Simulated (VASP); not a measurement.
Output of a VASP run:

### OSZICAR
```
       N       E                     dE             d eps       ncg     rms          rms(c)
DAV:   1     0.466822487359E+02    0.46682E+02   -0.68438E+03  1848   0.118E+03
DAV:   2    -0.117897054239E+02   -0.58472E+02   -0.54706E+02  2505   0.232E+02
DAV:   3    -0.148801840616E+02   -0.30905E+01   -0.29065E+01  2466   0.421E+01
DAV:   4    -0.149267034137E+02   -0.46519E-01   -0.46524E-01  2297   0.466E+00
DAV:   5    -0.149274840929E+02   -0.78068E-03   -0.78038E-03  2464   0.513E-01    0.254E+01
DAV:   6    -0.129863898385E+02    0.19411E+01   -0.18112E+01  2157   0.249E+01    0.234E+01
DAV:   7    -0.127768875485E+02    0.20950E+00   -0.14644E+00  2113   0.778E+00    0.161E+01
DAV:   8    -0.127761912300E+02    0.69632E-03   -0.14415E-01  2001   0.395E+00    0.566E+00
DAV:   9    -0.127702877100E+02    0.59035E-02   -0.17514E-02  2184   0.113E+00    0.634E-01
DAV:  10    -0.127705859134E+02   -0.29820E-03   -0.59236E-04  2636   0.226E-01    0.441E-01
DAV:  11    -0.127705458768E+02    0.40037E-04   -0.18948E-04  2192   0.101E-01    0.146E-02
DAV:  12    -0.127705469479E+02   -0.10711E-05   -0.73549E-06  2450   0.257E-02    0.564E-03
DAV:  13    -0.127705468151E+02    0.13283E-06   -0.15286E-06  2486   0.833E-03    0.392E-03
DAV:  14    -0.127705468475E+02   -0.32349E-07   -0.51033E-08  1464   0.223E-03
   1 F= -.12770547E+02 E0= -.12770551E+02  d E =0.128145E-04
```

### OUTCAR
```
------------------------ aborting loop because EDIFF is reached ----------------------------------------
  FORCE on cell =-STRESS in cart. coord.  units (eV):
  Direction    XX          YY          ZZ          XY          YZ          ZX
  --------------------------------------------------------------------------------------
  Total       -1.7257017     -1.7257017     -1.7257017      0.0000000     -0.0000000     -0.0000000
  in kB      -86.7251446    -86.7251446    -86.7251446      0.0000000     -0.0000000     -0.0000000
  external PRESSURE =     -86.7251446 kB  Pullay stress =       0.0000000 kB
  volume of cell :       31.88
      direct lattice vectors                 reciprocal lattice vectors
     0.000000000  2.516713384  2.516713384    -0.198671809  0.198671809  0.198671809
     2.516713384  0.000000000  2.516713384     0.198671809 -0.198671809  0.198671809
     2.516713384  2.516713384  0.000000000     0.198671809  0.198671809 -0.198671809
 POSITION                                       TOTAL-FORCE (eV/Angst)
 -----------------------------------------------------------------------------------
      0.00000      0.00000      0.00000        -0.000000     -0.000000     -0.000000
      2.51671      2.51671      2.51671         0.000000      0.000000      0.000000
 -----------------------------------------------------------------------------------
    total drift:                                0.000000      0.000000      0.000000
  FREE ENERGIE OF THE ION-ELECTRON SYSTEM (eV)
  ---------------------------------------------------
  free  energy   TOTEN  =       -12.7705468475 eV

  energy  without entropy=      -12.7705596619  energy(sigma->0) =      -12.77055112
```
(Selected blocks of OUTCAR.)

POSCAR:
```
GdN
1
    0.0000000000     2.5167133839     2.5167133839
    2.5167133839     0.0000000000     2.5167133839
    2.5167133839     2.5167133839     0.0000000000
Gd N
1 1
Direct
  0.0000000000   0.0000000000   0.0000000000
  0.5000000000   0.5000000000   0.5000000000
```

Task: Reconstruct the remaining input files.

Result: This is not unique; one that fits is the input of the run itself, vdW-DF-cx, plane waves, VASP's PBE PAW potentials (set 64).

### KPOINTS
```
Automatic mesh
0
Gamma
13 13 13
0 0 0
```

### INCAR
```
SYSTEM = GdN
PREC = Accurate; ENCUT = 520; LREAL = .FALSE.
LASPH = .TRUE.
EDIFF = 1E-7; NELM = 100; ALGO = Normal
LMAXMIX = 6
ISMEAR = 1; SIGMA = 0.1
GGA = CX; LUSE_VDW = .TRUE.; AGGAC = 0.0
ISIF = 2
LWAVE = .FALSE.; LCHARG = .FALSE.
```

POTCAR, in this order: Gd_3 N (PBE.64 set). Program: vasp_std.

The 4f electrons are frozen in the core of the lanthanide potential, so 4f levels, which can set the real gap, and their magnetism are missing.

The compound is GdN in the rock salt structure. This cell is one point of a volume scan, at 1.06 of the reference volume.
